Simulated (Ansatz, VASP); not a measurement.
Two plane-wave programs on B7C

Contents of INCAR:

```
ALGO = Normal
EDIFF = 1E-6
EDIFFG = -0.01
ENCUT = 600
GGA = PE
IBRION = 2
ISIF = 3
ISMEAR = 0
LASPH = True
LCHARG = False
LREAL = False
LWAVE = False
NELM = 100
NSW = 100
PREC = Accurate
SIGMA = 0.1
```

Contents of KPOINTS:

```
k-points
0
Gamma
  12 12 12
```

The input POSCAR:

```
B7C
1.0
    0.0000000000      2.8686617641      2.8686617641
    2.8686617641      0.0000000000      2.8686617641
    2.8686617641      2.8686617641      0.0000000000
B C
7 1
Direct
    0.5000000000      0.0000000000      0.0000000000
    0.0000000000      0.5000000000      0.5000000000
    0.0000000000      0.5000000000      0.0000000000
    0.5000000000      0.0000000000      0.5000000000
    0.0000000000      0.0000000000      0.5000000000
    0.5000000000      0.5000000000      0.0000000000
    0.5000000000      0.5000000000      0.5000000000
    0.0000000000      0.0000000000      0.0000000000
```

Input for Ansatz:

```yaml
crystal:
  lattice:
    - [0.0, 2.8686617641, 2.8686617641]
    - [2.8686617641, 0.0, 2.8686617641]
    - [2.8686617641, 2.8686617641, 0.0]
  atoms:
    - { symbol: B, position: [0.5, 0.0, 0.0] }
    - { symbol: B, position: [0.0, 0.5, 0.5] }
    - { symbol: B, position: [0.0, 0.5, 0.0] }
    - { symbol: B, position: [0.5, 0.0, 0.5] }
    - { symbol: B, position: [0.0, 0.0, 0.5] }
    - { symbol: B, position: [0.5, 0.5, 0.0] }
    - { symbol: B, position: [0.5, 0.5, 0.5] }
    - { symbol: C, position: [0.0, 0.0, 0.0] }
basis:
  ecutwfc: 420
kpoints:
  mp_grid: { grid: [12, 12, 12] }
hamiltonian:
  xc: pbe
scf:
  occupations: { method: gaussian, width: 0.1 }
output:
  forces: true
  stress: true
  eigenvalues: true
  write_density: true
  write_potential: true
  elf: true
  volumetric_format: npy
relax:
  adjacent_minimum: "off"
  f_tol: 0.01
  max_steps: 80
  cell: { stress_tol: 0.05 }
```

Change from the starting cell: species swapped into the CePd7 type (Fm-3m, No. 225).

Alike in both runs: task relaxation of cell and atoms; functional PBE; k mesh 12 × 12 × 12; occupations gaussian, width 0.1 eV; no spin polarisation.

```csv
,VASP,Ansatz
version,VASP 6.6.1,Ansatz 0.2.0
potentials or method,"VASP PAW PBE potentials, release 64 (B, C)","scalar-relativistic, plane waves, PAW"
plane-wave cutoff (eV),600,420
valence electrons in the cell,25,25
```

```tsv
	VASP	Ansatz	Ansatz less VASP
gap on the k mesh at the Fermi level, each at its own relaxed structure (eV)	none	none	-
relaxed volume (Å³/atom)	5.89	5.89	+0.004
relaxed cell length with the largest relative difference (Å)	4.054	4.055	+0.0010
```

A gap of «none» marks a metal or a gap that the smearing closes.
